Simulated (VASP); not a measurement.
Energy against volume of ZrO₂ (fluorite). Calculation: vdW-DF2, VASP's PBE PAW potentials (set 64) (plane waves; VASP). Settings: 520 eV cut-off, 7×7×7 Γ-centred mesh, Gaussian smearing of 0.050 eV, potentials Zr_sv O.

```csv
V (Å³/atom),E (eV/atom)
11.030,-7.45452
11.382,-7.47957
11.734,-7.48772
12.086,-7.48143
```

Q: Fit these four points and predict the energy of the run at 12.438 Å³/atom.

A: A cubic in V^(−2/3), the third-order Birch-Murnaghan form, passes through the four points with V0 = 11.75 Å³/atom and B0 = 218 GPa, and gives -7.4628 eV/atom there. The run gave -7.4627 eV/atom, +0.1 meV/atom from the fit; all five points give B0 = 218 GPa.

The compound is ZrO2 in the fluorite structure, the high-temperature cubic form, which is unstable at 0 K; the monoclinic form is the stable one. It was relaxed first, which changed the volume by +7 %.
